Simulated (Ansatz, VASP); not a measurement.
# HfB2: VASP beside Ansatz, part 2 of 2

One calculation is typed for both programs; each brings its own data sets. How far apart do they land? The cell is taken from a series of runs on this material, whose earlier steps may have relaxed, scaled, displaced or heated it; both programs get it as it stands.

VASP 6.6.1 and Ansatz 0.2.0.

So far: Set-up; VASP: zone-centre phonons, PBEsol.

### Step 3. Ansatz: zone-centre phonons, PBEsol

Level of this step: Ansatz beside VASP: Kohn-Sham DFT, plane waves, PBEsol (Ansatz).

Ansatz runs on its PAW soft_1 files.

The same cell, functional, mesh and smearing now go to Ansatz, which takes its cutoff from its data sets.

File input.yaml:

```yaml
crystal:
  lattice:
    - [3.1464623427, 0.0, 0.0]
    - [-1.5732311714, 2.7249163208, 0.0]
    - [0.0, 0.0, 3.3437830508]
  atoms:
    - { symbol: B, position: [0.3333333333, 0.6666666667, 0.5] }
    - { symbol: B, position: [0.6666666667, 0.3333333333, 0.5] }
    - { symbol: Hf, position: [0.0, 0.0, 0.0] }
kpoints:
  mp_grid: { grid: [15, 15, 12] }
hamiltonian:
  xc: pbesol
  pseudopotentials: { kind: paw, azcp: { folder: soft_1 }, xc_functional: pbe }
scf:
  occupations: { method: methfessel_paxton, width: 0.2 }
output:
  eigenvalues: true
phonons:
  method: dfpt
```

On the command line:

```
ansatz run input.yaml --threads 4 --pin off --max-ram 10240MiB --backend cpu --events-out ev --progress --plain --runs-dir out
```

Numbers of over 12 decimals in the logs are rounded to 6 here.

Output:

```text
zone centre: on kpoints.mp_grid the ground state, and the responses unless they are solved on pairs of k-points, stand on 448 of the mesh's 2700 k-points, reduced under 4 symmetry operations, with k and −k counted as one. Each operation leaves every solved displacement unchanged or reverses it
Engine: ansatz 0.2.0, aarch64-unknown-linux-gnu
Pseudopotentials: kind: paw
Pseudopotential: B, paw, valence charge 3, recommended cutoff 420 eV (normal), soft_1/B.paw.azcp
Pseudopotential: Hf, paw, valence charge 26, recommended cutoff 420 eV (normal), soft_1/Hf.paw.azcp
Functional definition: PBEsol
  exchange = pbesol_x
  correlation = pbesol_c
Crystal: 3 atoms, lattice volume = 28.669 Å³
Basis set: ecut = 420 eV, 563 PW (Γ), exchange–correlation on 48×48×48 points (8 copies of the dense FFT grid, shifted against one another)
Bands: 20, of which v1, the nominal top of the filled ones, is band 16 counted from 1 (15 counted from 0)
Symmetry: 24 space group operations
k-points: 448 of 2700 (irreducible under 4 space group operations, time reversal used)
Non-local potential: B, projectors of the file, l = 0: 2, l = 1: 2, l = 2: 1
Non-local potential: Hf, projectors of the file, l = 0: 3, l = 1: 2, l = 2: 2, l = 3: 3
PAW form: soft (Blöchl's): semilocal exchange-correlation on the pseudo side does not see the compensation charge
PAW frozen core: B, regenerated for the run's functional, and the local potential with it (the file was generated under x = pbe(κ = 0.804, μ = 0.219515), c = pbe(β = 0.066725))
PAW frozen core: Hf, regenerated for the run's functional, and the local potential with it (the file was generated under x = pbe(κ = 0.804, μ = 0.219515), c = pbe(β = 0.066725))
PAW one-centre angular grid: B, 110 points (default); XC on 64 Gauss nodes
PAW one-centre angular grid: Hf, 590 points (default); XC on 64 Gauss nodes
Initial density: superposition of atomic densities (chi_scale 0.1, normalization cell, long waves kept (reshape's long-wave potential 0.00 eV rms))
Initial wavefunctions: pseudopotential atomic-orbital guess
Functional: x = pbesol(κ = 0.804, μ = 0.123457), c = pbesol(β = 0.046)
SCF iter   1: F=—  HF=-15907.907285 eV  |F-HF|=—  |Δ(HF+E_count)|=         —  Δρ=6.40e-2  dr2=1.79e0  ethr=3.10e-3  ⟨swp⟩=4.2  Hψ=35349  notcnv=0
preconditioner: auto → none  [metal: Δε(μ)=0.070 eV  Ē_g=16.688 eV  σ=0.200 eV  W_gap=0.29  n_scr=8 (ndim 8)  ℏωp=38.0 eV  f_vac=0.000  D(μ)=0.25/eV (n_scr^D=0)  sad-step TF]
SCF iter   2: F=—  HF=-15907.524148 eV  |F-HF|=—  |Δ(HF+E_count)|=   3.83e-1  S|Δr|=    0.00e0  Δρ=3.38e-2  dr2=5.17e-1  ethr=3.10e-3  ⟨swp⟩=3.0  Hψ=19102  notcnv=0
SCF iter   3: F=—  HF=-15907.400400 eV  |F-HF|=—  |Δ(HF+E_count)|=   1.24e-1  S|Δr|=    0.00e0  Δρ=1.07e-2  dr2=2.25e-2  ethr=1.61e-3  ⟨swp⟩=2.0  Hψ=18798  notcnv=0
SCF iter   4: F=—  HF=-15907.344674 eV  |F-HF|=—  |Δ(HF+E_count)|=   5.57e-2  S|Δr|=    0.00e0  Δρ=3.02e-3  dr2=1.29e-3  ethr=7.02e-5  ⟨swp⟩=2.3  Hψ=17548  notcnv=0
SCF iter   5: F=—  HF=-15907.347907 eV  |F-HF|=—  |Δ(HF+E_count)|=   3.23e-3  S|Δr|=    0.00e0  Δρ=1.01e-3  dr2=2.85e-4  ethr=4.03e-6  ⟨swp⟩=2.0  Hψ=16637  notcnv=0
SCF iter   6: F=—  HF=-15907.347710 eV  |F-HF|=—  |Δ(HF+E_count)|=   1.97e-4  S|Δr|=    0.00e0  Δρ=1.09e-4  dr2=5.31e-6  ethr=8.90e-7  ⟨swp⟩=2.0  Hψ=16160  notcnv=0
SCF iter   7: F=—  HF=-15907.347712 eV  |F-HF|=—  |Δ(HF+E_count)|=   1.82e-6  S|Δr|=    0.00e0  Δρ=2.67e-5  dr2=1.90e-7  ethr=1.66e-8  ⟨swp⟩=2.1  Hψ=14576  notcnv=0
SCF iter   8: F=—  HF=-15907.347711 eV  |F-HF|=—  |Δ(HF+E_count)|=   8.81e-7  S|Δr|=    0.00e0  Δρ=2.76e-6  dr2=8.51e-10  ethr=5.93e-10  ⟨swp⟩=2.4  Hψ=15205  notcnv=0
SCF iter   9: F=—  HF=-15907.347711 eV  |F-HF|=—  |Δ(HF+E_count)|=  4.73e-11  S|Δr|=    0.00e0  Δρ=2.20e-7  dr2=2.20e-11  ethr=2.66e-12  ⟨swp⟩=2.2  Hψ=16388  notcnv=0
SCF iter  10: F=-15907.347711 eV  HF=-15907.347711 eV  |F-HF|=5.46e-12  |Δ(HF+E_count)|=  7.28e-12  S|Δr|=    0.00e0  Δρ=2.66e-8  dr2=8.80e-14  ethr=1.00e-12  ⟨swp⟩=5.8  Hψ=42497  notcnv=0
SCF 1 converged in 10 iterations: F = -15907.347711 eV  dr2 = 8.80e-14
  greatest PAW one-centre occupation: 0.998 electrons in one spin orbital (limit 2), on the Hf atom at site 2 (counted from 0), in its partial waves of l = 0
DFPT response loops at Γ: preconditioner auto → Kerker (q_TF=auto, 2.779 Å⁻¹) (partly filled bands, converged f_vac=0.000); β = 1.00, the filter's whole step (`scf.mixing.beta` (0.50) is not read by the response loops under this deck's `scf.mixing.preconditioner`; to damp them name `kerker` or `kerker_dos`, under which they read `scf.mixing.beta`, and type it under 1.00, their step now; both keys bind the ground state too); Broyden in place of MSR1
SCF converged after 10 iterations
Stability not checked: this state was not tested for a lower state beside it, because cold or Methfessel-Paxton smearing, or corrected tetrahedra, fill the levels in a way that the test cannot read (fill_not_monotonic; see scf.lower_state_search)
Free energy (F): -15907.347711 eV
Harris-Foulkes:  -15907.347711 eV  (|F-HF|=5.46e-12)
Internal energy: -15907.347655 eV  (E = F + TS)
E sigma→0 (E₀):  -15907.347697 eV
Entropy (-TS):   -0.000056 eV (-0.019 meV/atom)
Fermi energy:    19.808979 eV
--- Per-component energies (eV) ---
  E_band       = 108.571502
  E_kinetic    = 514.464277
  E_local      = -6413.084639  (includes V_loc(G=0)·N_el)
  E_nonlocal   = 82.196685
  E_hartree    = 3165.978206
  E_xc         = -333.453467
  E_vxc        = -336.560517  (∫ρ·V_xc dr)
  E_paw        = -7727.953329  (= ΣΔE_a)
  E_vpaw       = -70.400829  (= ΣTr[D̂ρ^β])
  E_aug_tail   = 0.000107  (compensation charges beyond the density's cutoff)
  E_ewald      = -5196.775973
  E_core_change = 1.280478  (= ΣΔE_core)
  E_smearing   = -0.000056  (= −TS)
  E_closure    = 0.000000  (closes the sum)
  Σ components = -15907.347711   (vs F -15907.347711, Δ=0.00e0)
--- Band table (eV; the first three rows and the last of 448) ---
  k-point 0: bands = [... 12 lower, 16.4769, 16.4769, 16.8074, 17.4632, 23.8930, 23.8930, 24.5137, 24.6532]
  k-point 1: bands = [... 12 lower, 16.0088, 16.5571, 16.5571, 18.2234, 22.8636, 22.8636, 24.5194, 24.6884]
  k-point 2: bands = [... 12 lower, 14.9087, 16.7941, 16.7941, 19.2440, 21.7380, 21.7380, 23.9440, 23.9440]
  k-point 447: bands = [... 12 lower, 12.3320, 14.6421, 15.2134, 16.7043, 24.3767, 24.8286, 25.4005, 26.6637]
--- Phonons (Γ-DFPT): 4 representative perturbations + reference, on 448 of 2700 k-points (Σ response iterations 12) ---
  k mesh reduced under 4 symmetry operations, with k and −k counted as one. Each operation leaves every solved displacement unchanged or reverses it
  ASR residual: 3.311e-6 → 0.000e0 eV/Å²; symmetrization residual: 1.015e-6 eV/Å²
  ASR residual per site (eV/Å²): 3.31e-6 3.31e-6 2.21e-6
  Γ frequencies (cm⁻¹): 0.00 0.00 0.00 472.40 472.40 506.79 567.24 783.61 783.61
  non-analytic LO–TO correction: not included (Born effective charges unavailable; polar crystals: no LO–TO splitting at Γ)
```

### Step 4. Differences

Known differences besides the potentials themselves: the data sets hold 32 valence electrons in Ansatz (on its PAW soft_1 files) and 16 in VASP; the cutoff is 420 eV in Ansatz and 500 eV in VASP; Ansatz makes its cores anew for this functional, VASP keeps those of its PBE data sets. Total energies have different zeros and are not compared.

The two programs side by side:

| quantity | Ansatz | VASP | difference |
| --- | --- | --- | --- |
| optical mode 1 to 2 (cm⁻¹) | 472.4 | 474.0 | -0.34 % |
| optical mode 3 (cm⁻¹) | 506.8 | 508.2 | -0.29 % |
| optical mode 4 (cm⁻¹) | 567.2 | 569.7 | -0.43 % |
| optical mode 5 to 6 (cm⁻¹) | 783.6 | 787.9 | -0.54 % |

Modes are paired by rising frequency, not by their patterns, so a pair may set unlike modes beside each other; they are those without the splitting of longitudinal modes.

### Step 5. Results

| Quantity | Value |
| --- | --- |
| r.m.s. difference of the optical zone-centre modes, each program's sorted by frequency (zone-centre phonons, PBEsol) | 2.9 cm⁻¹ |
| difference in optical mode 5 to 6 (zone-centre phonons, PBEsol) | -0.5 % |

What this shows: The r.m.s. difference of the optical zone-centre modes, each program's sorted by frequency is 2.9 cm⁻¹ (zone-centre phonons, PBEsol). The data sets hold unlike numbers of valence electrons (32 in Ansatz and 16 in VASP), so part of the differences comes from the potentials. Among the rows given in per cent, the largest difference of the zone-centre phonons, PBEsol pair is in optical mode 5 to 6, -0.5 %. Such differences can come from data sets, numerical settings and the points named under the comparisons, not from the functional's error against experiment.

[Lines on the potential files, build, host, timing and source positions are cut from VASP's logs without a mark.]

[Logs are printed without paths, hosts, clocks, repeated set-up lines and the standing remarks that a program may print on its own settings, such as how far it seeks lower states.]

[Hosts, paths, dates, database ids (printed as entryN), source tags and the programs' standing remarks are cut or masked in the printed files.]
